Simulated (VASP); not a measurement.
BP (relaxed from the layer:h-BN structure): computed properties

Calculation: r2SCAN meta-GGA, VASP's PBE PAW potentials (set 64) (plane waves; VASP).

For BP, the space group comes out as P-6m2 (187) and the cell is a = b = 3.201 Å, c = 15.446 Å, α = β = 90.00°, γ = 120.00°. The band gap (over mesh and band path) is 1.10 eV and the smallest direct gap (over mesh and band path) is 1.10 eV. The band-edge character is direct, K to K.

```
CELL_PARAMETERS angstrom
      3.20084     0.00000     0.00000
     -1.60042     2.77201     0.00000
      0.00000     0.00000    15.44575
ATOMIC_POSITIONS crystal
  B  0.66667 0.33333 0.50000
  P  0.33333 0.66667 0.50000
```

The cell holds vacuum, so volume and density refer to the whole cell. The cell holds a wide vacuum, so values per volume refer to the whole cell.

The cell is a sheet with vacuum, built from a generated structure.
